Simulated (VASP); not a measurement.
Write the native input for VASP 6.6.1 that does the following.

```yaml
Task: band structure
Functional: B3LYP
Potentials_or_basis: VASP PAW PBE potentials, release 64 (Ga_d, F)
Cutoff: 520 eV
k_mesh: 4 × 4 × 4
Occupations: fermi-dirac, width 0.05 eV
Spin: no spin polarisation
Grid_for_exact_exchange_PRECFOCK: Normal
Exchange_at_q_=_0: truncated
Further_INCAR_settings: ALGO = Normal; EDIFF = 1e-07; NBANDS = 17
```

The system is GaF.

```xyz
2
Lattice="3.1659 0.0000 0.0000 0.0000 3.1659 0.0000 0.0000 0.0000 3.1659" Properties=species:S:1:pos:R:3 pbc="T T T"
Ga    0.0000    0.0000    0.0000
F     1.5830    1.5830    1.5830
```

The cell was built by a generator and needn't be a form met in nature.

The input as run:

POSCAR

```
GaF
1.0
    3.1659200000      0.0000000000      0.0000000000
    0.0000000000      3.1659200000      0.0000000000
    0.0000000000      0.0000000000      3.1659200000
Ga F
1 1
Direct
    0.0000000000      0.0000000000      0.0000000000
    0.5000000000      0.5000000000      0.5000000000
```

INCAR.step1

```
SYSTEM = GaF
PREC = Accurate
ENCUT = 520
EDIFF = 1E-5
ISMEAR = -1
SIGMA = 0.05
LREAL = .FALSE.
LASPH = .TRUE.
NELM = 60
ALGO = Normal
ISIF = 2
LWAVE = .TRUE.
LCHARG = .FALSE.
NBANDS = 17
GGA = PE
```

INCAR.step2

```
SYSTEM = GaF
PREC = Accurate
ENCUT = 520
EDIFF = 1E-7
ISMEAR = -1
SIGMA = 0.05
LREAL = .FALSE.
LASPH = .TRUE.
NELM = 60
ALGO = Normal
ISIF = 2
LWAVE = .FALSE.
LCHARG = .FALSE.
GGA = B3
LHFCALC = .TRUE.
AEXX = 0.2
AGGAX = 0.72
AGGAC = 0.81
ALDAC = 0.19
PRECFOCK = Normal
HFRCUT = -1
NBANDS = 17
ISTART = 1
```

KPOINTS

```
regular mesh
0
G
  4 4 4
  0 0 0
```

KPOINTS_OPT

```
path GXMGRX,MR
12
line-mode
reciprocal
 0.0000000000  0.0000000000  0.0000000000  G
 0.0000000000  0.5000000000  0.0000000000  X

 0.0000000000  0.5000000000  0.0000000000  X
 0.5000000000  0.5000000000  0.0000000000  M

 0.5000000000  0.5000000000  0.0000000000  M
 0.0000000000  0.0000000000  0.0000000000  G

 0.0000000000  0.0000000000  0.0000000000  G
 0.5000000000  0.5000000000  0.5000000000  R

 0.5000000000  0.5000000000  0.5000000000  R
 0.0000000000  0.5000000000  0.0000000000  X

 0.5000000000  0.5000000000  0.0000000000  M
 0.5000000000  0.5000000000  0.5000000000  R
```

Potentials or basis: VASP PAW PBE potentials, release 64 (Ga_d, F).

Command:

```sh
$ cat potpaw_PBE.64/Ga_d/POTCAR potpaw_PBE.64/F/POTCAR > POTCAR
$ cp INCAR.step1 INCAR
$ mpirun -np 1 vasp_std > vasp.out
$ cp INCAR.step2 INCAR
$ mpirun -np 1 vasp_std > vasp.out
```

It gave:

The pressure is 2.5 GPa. The band gap on the k mesh is 1.64 eV, indirect (least direct gap 2.73 eV) and the band gap along the path is 1.64 eV, indirect (least direct gap 2.73 eV).

Caveat: the k mesh is coarse (spacing up to 0.50 Å⁻¹), so the values aren't converged, least of all with exact exchange; the PAW data sets were made with another functional, which shifts forces and pressure a little.

It took 17 min on 1 thread of Intel(R) Xeon(R) 6975P-C (Granite Rapids), with other jobs on the host, peak memory 0.16 GiB.
